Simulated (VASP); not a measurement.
```
Ge62Sb
1.0
   11.56740     0.00000     0.00000
    0.00000    11.56740     0.00000
    0.00000     0.00000    11.56740
Ge Sb
62 1
Direct
  0.50000   0.00000   0.00000
  0.62500   0.12500   0.12500
  0.75000   0.25000   0.00000
  0.87500   0.37500   0.12500
  0.75000   0.00000   0.25000
  0.87500   0.12500   0.37500
  0.00000   0.00000   0.00000
  0.12500   0.12500   0.12500
  0.25000   0.25000   0.00000
  0.37500   0.37500   0.12500
  0.50000   0.50000   0.00000
  0.62500   0.62500   0.12500
  0.75000   0.75000   0.00000
  0.87500   0.87500   0.12500
  0.25000   0.00000   0.25000
  0.37500   0.12500   0.37500
  0.49925   0.24703   0.24732
  0.74732   0.50312   0.25167
  0.87500   0.62500   0.37500
  0.50000   0.00000   0.50000
  0.62500   0.12500   0.62500
  0.74624   0.24782   0.49583
  0.87500   0.37500   0.62500
  0.75000   0.00000   0.75000
  0.87500   0.12500   0.87500
  0.00000   0.50000   0.00000
  0.12500   0.62500   0.12500
  0.25000   0.75000   0.00000
  0.37500   0.87500   0.12500
  0.00000   0.25000   0.25000
  0.12500   0.37500   0.37500
  0.25000   0.50000   0.25000
  0.37500   0.62500   0.37500
  0.50000   0.75000   0.25000
  0.62500   0.87500   0.37500
  0.00000   0.00000   0.50000
  0.12500   0.12500   0.62500
  0.25000   0.25000   0.50000
  0.37500   0.37500   0.62500
  0.62500   0.62500   0.62500
  0.75000   0.75000   0.50000
  0.87500   0.87500   0.62500
  0.25000   0.00000   0.75000
  0.37500   0.12500   0.87500
  0.50000   0.25000   0.75000
  0.62500   0.37500   0.87500
  0.75000   0.50000   0.75000
  0.87500   0.62500   0.87500
  0.00000   0.75000   0.25000
  0.12500   0.87500   0.37500
  0.00000   0.50000   0.50000
  0.12500   0.62500   0.62500
  0.25000   0.75000   0.50000
  0.37500   0.87500   0.62500
  0.00000   0.25000   0.75000
  0.12500   0.37500   0.87500
  0.25000   0.50000   0.75000
  0.37500   0.62500   0.87500
  0.50000   0.75000   0.75000
  0.62500   0.87500   0.87500
  0.00000   0.75000   0.75000
  0.12500   0.87500   0.87500
  0.49751   0.50113   0.49692
```
Cell charge -1.

All values below come from PBE GGA, VASP's PBE PAW potentials (set 64) (plane waves; VASP). Run with PREC = Normal, LREAL = Auto, ISYM = 0, NELECT = 254.0, EDIFF = 1E-5, 400 eV cut-off, 1×1×1 Γ-centred mesh, Gaussian smearing of 0.050 eV, potentials Ge Sb.

The cell is charged, with a uniform compensating background. The supercell is sampled at Γ alone, which is coarse: total energies, pressure and levels can be off, energies of defects by several tenths of an eV.

Question: The ions are relaxed. Predict the relaxed structure.

Answer: 
```
Ge62Sb
1.0
   11.56740     0.00000     0.00000
    0.00000    11.56740     0.00000
    0.00000     0.00000    11.56740
Ge Sb
62 1
Direct
  0.49817   0.00128   0.00093
  0.62580   0.12671   0.12682
  0.74935   0.25079   0.00061
  0.87275   0.37450   0.12728
  0.74939   0.00023   0.25051
  0.87266   0.12707   0.37410
  0.00007   0.99973   0.99953
  0.12375   0.12506   0.12482
  0.25000   0.24827   0.00056
  0.37710   0.37495   0.12591
  0.50069   0.49931   0.00024
  0.62466   0.62289   0.12624
  0.75159   0.74956   0.00066
  0.87507   0.87570   0.12470
  0.24989   0.00100   0.24822
  0.37705   0.12589   0.37521
  0.50459   0.25534   0.25550
  0.74348   0.49506   0.25633
  0.87360   0.62278   0.37515
  0.50057   0.99999   0.49939
  0.62466   0.12627   0.62247
  0.74324   0.25630   0.49426
  0.87344   0.37499   0.62226
  0.75156   0.00121   0.74964
  0.87495   0.12512   0.87592
  0.99846   0.50173   0.00117
  0.12518   0.62497   0.12475
  0.24926   0.75057   0.99994
  0.37469   0.87488   0.12468
  0.99933   0.25080   0.25074
  0.12549   0.37457   0.37456
  0.24918   0.49945   0.24921
  0.37209   0.62785   0.37064
  0.50022   0.75109   0.24931
  0.62541   0.87456   0.37456
  0.99850   0.00149   0.50165
  0.12522   0.12496   0.62490
  0.24923   0.24947   0.49949
  0.37224   0.37097   0.62772
  0.62911   0.62779   0.62755
  0.75065   0.75102   0.49955
  0.87506   0.87489   0.62507
  0.24919   0.99999   0.75040
  0.37479   0.12484   0.87435
  0.50049   0.24946   0.75072
  0.62543   0.37452   0.87462
  0.75047   0.49936   0.75055
  0.87499   0.62488   0.87432
  0.99897   0.74959   0.24825
  0.12394   0.87577   0.37459
  0.99964   0.49926   0.49919
  0.12318   0.62455   0.62461
  0.24841   0.75115   0.50296
  0.37511   0.87639   0.62464
  0.99876   0.24838   0.74935
  0.12391   0.37464   0.87554
  0.24855   0.50310   0.75128
  0.37523   0.62458   0.87664
  0.49676   0.75110   0.75123
  0.62531   0.87573   0.87551
  0.99988   0.75064   0.75053
  0.12502   0.87488   0.87481
  0.51987   0.48021   0.47989
```
Cell charge -1.

Question: How much energy does the relaxation gain?

Answer: The energy (σ→0) changes by -9.6 meV/atom, in 17 ionic steps.

| step | E(σ→0) (eV) | max force (eV/Å) | pressure (GPa) | volume (Å³) |
|---|---|---|---|---|
| 1 | -269.9706 | 1.965 | 3.09 | 1547.77 |
| 2 | -270.3766 | 0.921 | 2.97 | 1547.77 |
| 3 | -270.4424 | 0.548 | 2.91 | 1547.77 |
| 4 | -270.4428 | 0.567 | 2.92 | 1547.77 |
| 5 | -270.4932 | 0.361 | 2.88 | 1547.77 |
| 6 | -270.5105 | 0.262 | 2.84 | 1547.77 |
| 7 | -270.5108 | 0.256 | 2.84 | 1547.77 |
| 8 | -270.5290 | 0.192 | 2.81 | 1547.77 |
| 9 | -270.5385 | 0.126 | 2.75 | 1547.77 |
| 10 | -270.5519 | 0.107 | 2.72 | 1547.77 |
| 11 | -270.5569 | 0.093 | 2.68 | 1547.77 |
| 12 | -270.5574 | 0.090 | 2.67 | 1547.77 |
| 13 | -270.5672 | 0.051 | 2.64 | 1547.77 |
| 14 | -270.5700 | 0.058 | 2.61 | 1547.77 |
| 15 | -270.5735 | 0.032 | 2.60 | 1547.77 |
| 16 | -270.5737 | 0.033 | 2.60 | 1547.77 |
| 17 | -270.5748 | 0.023 | 2.59 | 1547.77 |

The cell is a supercell with a defect, built from Ge (diamond): Sb_Ge-vac_Ge, charge -1. The run is not spin-polarised, so no state with unpaired spins was tried.
